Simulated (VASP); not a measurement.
Input:

```
CELL_PARAMETERS angstrom
     -3.10161     3.10161     5.95895
      3.10161    -3.10161     5.95895
      3.10161     3.10161    -5.95895
ATOMIC_POSITIONS crystal
  Ga 0.50000 0.50000 0.00000
  Ga 0.25000 0.75000 0.50000
  Hg 0.00000 0.00000 0.00000
  Te 0.60794 0.13692 0.02048
  Te 0.86308 0.88356 0.47102
  Te 0.11644 0.58746 0.97952
  Te 0.41254 0.39206 0.52898
```

Level of theory: PBEsol GGA, VASP's PBE PAW potentials (set 64) (plane waves; VASP). Numerical set-up: 300 eV cut-off, 3×3×3 Γ-centred mesh, Fermi-Dirac smearing of 0.010 eV, potentials Ga_d Hg Te.

Unless said otherwise, spin-orbit coupling is left out, though it shifts the bands of the heavy elements here.

### Question
Predict the energy per atom (σ→0), largest force, band gap (on the k-mesh) with the smallest direct gap where there is one.

### Answer

| Quantity | Value |
|---|---|
| band gap (on the k-mesh) | 0.66 eV |
| smallest direct gap (on the k-mesh) | 0.66 eV |
| energy per atom (σ→0) | -3.302 eV/atom |
| largest force | 0.088 eV/Å |

Only differences to runs with the same potentials and settings are physical.

The structure comes from a computed database's Ga2HgTe4 entry (I-4); how it stands against other phases isn't given here. The cell was not relaxed at this level. The k-mesh is coarse (spacing up to 0.48 per Å, 2π included), so the numbers may not be converged in it.
